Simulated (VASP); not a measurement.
Input of a VASP 6.6.1 run:

Contents of INCAR:

```
SYSTEM = CuPb
PREC = Accurate
ENCUT = 520
EDIFF = 1E-7
ISMEAR = -1
SIGMA = 0.05
LREAL = .False.
LASPH = .True.
NELM = 60
ALGO = Normal
ISIF = 2
LWAVE = .False.
LCHARG = .False.
GGA = PE
NBANDS = 20
```

KPOINTS

```
regular mesh
0
Gamma
  9 9 8
  0 0 0
```

Contents of POSCAR:

```
CuPb
1.0
    3.5146879200      0.0000000000      0.0000000000
   -1.7573439600      3.0438090300      0.0000000000
    0.0000000000      0.0000000000      3.4291011500
Cu Pb
1 1
Direct
    0.3333333300      0.6666666700      0.0000000000
    0.6666666700      0.3333333300      0.5000000000
```

Potentials or basis: VASP PAW PBE potentials, release 64 (Cu, Pb_d).

Command:

```sh
$ cat potpaw_PBE.64/Cu/POTCAR potpaw_PBE.64/Pb_d/POTCAR > POTCAR
$ mpirun -np 1 vasp_std > vasp.out
```

Predict the band gap on the k mesh.

none (metal or under the smearing width).

Predict the pressure.

19.4 GPa.

Stress tensor (GPa, compression positive):
```
17.98  0.00  0.00
 0.00 17.98  0.00
 0.00  0.00 22.37
```

Caveat: so large a pressure means that the cell lies far from this level's equilibrium, or that cutoff or potentials fall short. Spin-orbit coupling is left out, which matters for the levels of Pb.
